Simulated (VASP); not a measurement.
These are PBE GGA, VASP's PBE PAW potentials (set 64) (plane waves; VASP) values and carry that method's errors.

VASP input:

KPOINTS:
```
Automatic mesh
0
Gamma
5 5 5
0 0 0
```

### INCAR
```
SYSTEM = BaSnS3
PREC = Accurate
ENCUT = 300
EDIFF = 1E-6
NELM = 100
ALGO = Normal
LREAL = .FALSE.
LASPH = .TRUE.
ISMEAR = -1
SIGMA = 0.1
GGA = PE
LMAXMIX = 4
LWAVE = .FALSE.
LCHARG = .FALSE.
ISIF = 2
```

### POSCAR
```
BaSnS3
1
    4.8099120000     0.0000000000     0.0000000000
    0.0000000000     4.8099120000     0.0000000000
    0.0000000000     0.0000000000     4.8099120000
Ba Sn S
1 1 3
Direct
  0.0000000000   0.0000000000   0.0000000000
  0.5000000000   0.5000000000   0.5000000000
  0.0000000000   0.5000000000   0.5000000000
  0.5000000000   0.5000000000   0.0000000000
  0.5000000000   0.0000000000   0.5000000000
```

POTCAR, in this order: Ba_sv Sn_d S (PBE.64 set). Program: vasp_std.

What will the output report for the number of irreducible k-points (NKPTS), largest plane-wave count, number of space-group operations, FFT grid (NGX, NGY, NGZ)?

```
Item                                           Value
--------------------------------------  ------------
number of irreducible k-points (NKPTS)            10
largest plane-wave count                        1357
number of space-group operations                  48
FFT grid (NGX, NGY, NGZ)                28 × 28 × 28
```

The structure was generated: BaSnS3 was put into an ordered model structure (Pm-3m), which need not be its known phase. The cell was not relaxed at this level, and its volume differs by -5.9 % from the start's.
